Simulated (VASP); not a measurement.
A convergence study with VASP on InP (zinc blende): one setting is varied, all else stays as given below, so the limit is that of these other settings.

```
CELL_PARAMETERS angstrom
      0.00000     2.93500     2.93500
      2.93500     0.00000     2.93500
      2.93500     2.93500     0.00000
ATOMIC_POSITIONS crystal
  In 0.00000 0.00000 0.00000
  P  0.25000 0.25000 0.25000
```

All values below come from PBE GGA, VASP's PBE PAW potentials (set 64) (plane waves; VASP). The tightest run used: 550 eV cut-off, 17×17×17 Γ-centred mesh, Gaussian smearing of 0.050 eV, potentials In_d P.

| setting | E (eV/atom) | pressure (GPa) | irreducible k-points |
|---|---|---|---|
| 1×1×1 mesh | 3.3118 | 38.76 | 1 |
| 2×2×2 mesh | -3.2855 | 6.95 | 3 |
| 3×3×3 mesh | -3.9946 | 3.80 | 4 |

**Question.** These are the cheaper rows. Estimate the results at 17×17×17 mesh, and how far the last row shown lies from them.

**Answer.** 
```csv
quantity,tightest run,last row shown is off by
E (eV/atom),-4.1937,0.1991
pressure (GPa),2.96,0.84
```

Left out are rungs that failed or repeat a setting and relaxations that didn't move; long series are thinned to 24 rows.

The compound is InP in the zinc blende structure. The cell was not relaxed at this level.
